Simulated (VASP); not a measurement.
Input:

```
W
1.0
   -1.58000     1.58000     1.58000
    1.58000    -1.58000     1.58000
    1.58000     1.58000    -1.58000
W
1
Direct
  0.00000   0.00000   0.00000
```

Level of theory: PBE GGA, VASP's PBE PAW potentials (set 64) (plane waves; VASP). Run with 520 eV cut-off, 15×15×15 Γ-centred mesh, first-order Methfessel-Paxton smearing of 0.10 eV, potentials W_sv.

Energy and stress use the plane-wave basis of the starting cell.

Q: The ions, cell shape and volume are relaxed. Which structure does the run end with?

A: 
```
W
1.0
   -1.59298     1.59298     1.59298
    1.59298    -1.59298     1.59298
    1.59298     1.59298    -1.59298
W
1
Direct
  0.00000   0.00000   0.00000
```
Space group Im-3m (229), at a tolerance of 0.03 Å.

Q: How do energy and volume change from the first to the last step?

A: The energy (σ→0) changes by -9.5 meV/atom and the volume by +2.5 %, in 4 ionic steps.

| step | E(σ→0) (eV) | max force (eV/Å) | pressure (GPa) | volume (Å³) |
|---|---|---|---|---|
| 1 | -12.9443 | 0.000 | 7.97 | 15.78 |
| 2 | -12.8435 | 0.000 | -22.23 | 17.64 |
| 3 | -12.9538 | 0.000 | -0.26 | 16.18 |
| 4 | -12.9538 | 0.000 | -0.03 | 16.17 |

The compound is W in the bcc structure. This run relaxes it. Symmetry was kept, so distortions that lower it aren't found.
